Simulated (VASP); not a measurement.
An input for Ansatz (written as the equivalent of a VASP run, and not itself run):

Ansatz 0.2 input:
```yaml
crystal:
  lattice:
    - [1.2526905, -2.1697240, 0.0000000]
    - [1.2526905, 2.1697240, 0.0000000]
    - [0.0000000, 0.0000000, 6.8224324]
  atoms:
    - { symbol: B, position: [0.3333330, 0.6666670, 0.2500000] }
    - { symbol: B, position: [0.6666670, 0.3333330, 0.7500000] }
    - { symbol: N, position: [0.6666670, 0.3333330, 0.2500000] }
    - { symbol: N, position: [0.3333330, 0.6666670, 0.7500000] }
kpoints:
  mp_grid: { grid: [10, 10, 4] }
hamiltonian:
  xc: pbesol
  pseudopotentials: { kind: paw }
scf:
  occupations: { method: gaussian, width: 0.05 }
  max_iter: 100
relax:
  max_steps: 40
  f_tol: 0.02
  cell: {}
output: { forces: true, stress: true, eigenvalues: true }
```

### Question
Write the VASP files for the same calculation (PBEsol).

### Answer
One answer among several that fit: 
### INCAR
```
ISMEAR  =  0   # Gaussian
LCHARG  =  .FALSE.
SYSTEM  =  BN
ALGO  =  Normal   # blocked Davidson
PREC  =  Accurate
NELM  =  100   # most electronic steps
EDIFFG  =  -0.02   # ionic stop
ENCUT  =  620
ISIF  =  3
NSW  =  40   # most ionic steps
EDIFF  =  1E-6
SIGMA  =  0.05   # width (eV)
GGA  =  PS   # PBEsol
LREAL  =  .FALSE.
LWAVE  =  .FALSE.
LASPH  =  .TRUE.
IBRION  =  2   # conjugate gradients
```

File POSCAR:
```
BN
1
    1.2526904821    -2.1697239507     0.0000000000
    1.2526904821     2.1697239507     0.0000000000
    0.0000000000     0.0000000000     6.8224324282
B N
2 2
Direct
  0.3333330000   0.6666670000   0.2500000000
  0.6666670000   0.3333330000   0.7500000000
  0.6666670000   0.3333330000   0.2500000000
  0.3333330000   0.6666670000   0.7500000000
```

**KPOINTS**
```
Regular mesh
0
Gamma
 10 10 4
```

POTCAR, in this order: B N (PBE.64 set). Program: vasp_std.

What does not carry over: each code has its own PAW files, so the cut-off isn't converted (ENCUT is set for VASP's; basis.ecutwfc is left out, and Ansatz then takes the one that its files recommend); Ansatz stops its SCF on the density residual and VASP on the energy change (EDIFF).

The compound is BN in the hex structure. It was relaxed first.
